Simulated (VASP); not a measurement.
Input:

```
CoO
1.0
    2.97134     0.00000     0.00000
   -2.97134     2.97134     0.00000
    0.00000     0.00000    18.16200
Co O
4 4
Direct
  0.00000   0.50000   0.44345
  0.00000   0.00000   0.33036
  0.00000   0.50000   0.66964
  0.00000   0.00000   0.55655
  0.00000   0.00000   0.44345
  0.00000   0.50000   0.33036
  0.00000   0.00000   0.66964
  0.00000   0.50000   0.55655
```
Starting moments (μB, in the order of the record's atoms Co Co Co Co O O O O): 3.0 3.0 3.0 3.0 0.0 0.0 0.0 0.0.

Computed with PBE GGA, VASP's PBE PAW potentials (set 64) (plane waves; VASP 6.6.1). Run with 400 eV cut-off, 7×7×1 Γ-centred mesh, Gaussian smearing of 0.10 eV, potentials Co O.

At this cut-off the stress carries a Pulay error, which pulls relaxed volumes low. The cell holds a wide vacuum, so values per volume refer to the whole cell. The moments were started parallel, and other spin orders were not tried in this run.

Question: Which forces act on the atoms, in eV/Å?

Answer: 
```json
[
 {"atom": "Co1", "Fx": "0.000", "Fy": "0.000", "Fz": "-0.228"},
 {"atom": "Co2", "Fx": "0.000", "Fy": "0.000", "Fz": "-0.093"},
 {"atom": "Co3", "Fx": "0.000", "Fy": "0.000", "Fz": "0.093"},
 {"atom": "Co4", "Fx": "0.000", "Fy": "0.000", "Fz": "0.228"},
 {"atom": "O5", "Fx": "0.000", "Fy": "0.000", "Fz": "-0.114"},
 {"atom": "O6", "Fx": "0.000", "Fy": "0.000", "Fz": "-0.515"},
 {"atom": "O7", "Fx": "0.000", "Fy": "0.000", "Fz": "0.515"},
 {"atom": "O8", "Fx": "0.000", "Fy": "0.000", "Fz": "0.114"}
]
```

Question: Give the stress tensor in GPa (positive for a compressed cell).

Answer: 
```
-4.03   0.00   0.00
 0.00  -4.03   0.00
 0.00   0.00   1.71
```
The pressure is its mean diagonal, -2.12 GPa.

The cell is a sheet with vacuum, built from a generated structure.
